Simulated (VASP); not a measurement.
Level of theory: MS2 meta-GGA, VASP's PBE PAW potentials (set 64) (plane waves; VASP).

A VASP calculation is set up with these files.

**INCAR**
```
NSW = 60   ! most ionic steps
NELM = 100   ! most electronic steps
ISMEAR = 1   ! Methfessel-Paxton
SYSTEM = TiCo
ALGO = Normal   ! blocked Davidson
LREAL = F
IBRION = 2   ! conjugate gradients
ENCUT = 520   ! plane-wave cut-off (eV)
SIGMA = 0.1
EDIFFG = -0.01
LCHARG = F
ISIF = 3
LASPH = T   ! aspherical one-centre terms
PREC = Accurate
LWAVE = F
EDIFF = 1E-6   ! SCF stop (eV)
METAGGA = MS2
LMAXMIX = 4
LMIXTAU = T
```

### KPOINTS
```
Automatic mesh
0
Gamma
11 11 11
0 0 0
```

**POSCAR**
```
TiCo
1.0
  2.9446427207   0.0000000000   0.0000000000
  0.0000000000   2.9446427207   0.0000000000
  0.0000000000   0.0000000000   2.9446427207
Ti Co
1 1
direct
  0.0000000000   0.0000000000   0.0000000000
  0.5000000000   0.5000000000   0.5000000000
```

POTCAR, in this order: Ti_sv Co (PBE.64 set). Program: vasp_std.

Q: What will the output report for the number of irreducible k-points (NKPTS), largest plane-wave count, number of space-group operations, FFT grid (NGX, NGY, NGZ)?

A: 
| Quantity | Result |
|---|---|
| number of irreducible k-points (NKPTS) | 56 |
| largest plane-wave count | 715 |
| number of space-group operations | 48 |
| FFT grid (NGX, NGY, NGZ) | 24 × 24 × 24 |

The compound is TiCo in the CsCl type structure. It was relaxed first. The start is the result of an earlier pass. The run is not spin-polarised, so no magnetic state was tried. The electron count is odd and the run is not spin-polarised, which forces a metal.
